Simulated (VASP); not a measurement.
Input:

```xyz
2
Lattice="0.0000 2.6275 2.6275 2.6275 0.0000 2.6275 2.6275 2.6275 0.0000" Properties=species:S:1:pos:R:3 pbc="T T T"
Bi     0.0000     0.0000     0.0000
B      2.6275     2.6275     2.6275
```

All values below come from r2SCAN meta-GGA, VASP's PBE PAW potentials (set 64) (plane waves; VASP). Numerical set-up: 520 eV cut-off, 13×13×13 Γ-centred mesh, tetrahedra with Blöchl corrections, potentials Bi_d B.

Unless said otherwise, spin-orbit coupling is left out, though it shifts the bands of the heavy elements here.

Q: Tabulate the total density of states (states/eV per cell) against energy (eV; zero at the valence-band maximum or, without a gap, the Fermi level).

A: 
(E (eV), DOS (states/eV)): (-9.98, 0.00); (-9.74, 0.00); (-9.50, 0.00); (-9.26, 0.00); (-9.02, 0.00); (-8.90, 0.00); (-8.66, 0.12); (-8.42, 0.26); (-8.18, 0.32); (-7.94, 0.43); (-7.70, 0.54); (-7.46, 0.80); (-7.22, 0.76); (-6.98, 0.75); (-6.74, 0.64); (-6.62, 0.57); (-6.38, 0.51); (-6.14, 0.66); (-5.90, 0.38); (-5.66, 0.44); (-5.42, 0.52); (-5.18, 0.53); (-4.94, 0.59); (-4.70, 0.62); (-4.46, 0.58); (-4.34, 0.58); (-4.10, 0.62); (-3.86, 0.66); (-3.62, 0.70); (-3.38, 0.75); (-3.14, 0.87); (-2.90, 0.99); (-2.66, 0.93); (-2.42, 0.91); (-2.18, 0.92); (-2.06, 0.91); (-1.82, 0.90); (-1.58, 0.90); (-1.34, 0.88); (-1.10, 0.89); (-0.86, 0.89); (-0.62, 0.88); (-0.38, 0.90); (-0.14, 0.94); (0.10, 0.91); (0.22, 0.89); (0.46, 0.90); (0.70, 0.94); (0.94, 0.82); (1.18, 0.69); (1.42, 0.82); (1.66, 1.10); (1.90, 0.78); (2.14, 0.34); (2.38, 0.38); (2.50, 0.40); (2.74, 0.34); (2.98, 0.31); (3.22, 0.53); (3.46, 0.68)
Within 2 eV below the Fermi level the largest weight inside VASP's projection spheres is Bi p, then B p.

The structure was generated: BiB was put into the rocksalt type (Fm-3m), which need not be its known phase. It was relaxed first.
